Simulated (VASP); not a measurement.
```xyz
2
Lattice="1.4334 -2.4827 0.0000 1.4334 2.4827 0.0000 0.0000 0.0000 4.5364" Properties=species:S:1:pos:R:3 pbc="T T T"
Ti     1.4334     0.8276     1.1341
Ti     1.4334    -0.8276     3.4023
```

The numbers are results of MS2 meta-GGA, VASP's PBE PAW potentials (set 64) (plane waves; VASP), not measurements. Run with 520 eV cut-off, 14×14×8 Γ-centred mesh, first-order Methfessel-Paxton smearing of 0.10 eV, potentials Ti_sv.

Give the stress tensor in GPa (positive for a compressed cell).

```
8.27  0.00  0.00
0.00  8.27  0.00
0.00  0.00  8.30
```
The pressure is its mean diagonal, 8.28 GPa.

The compound is Ti in the hcp structure. This cell is one point of a volume scan, at 0.94 of the reference volume.
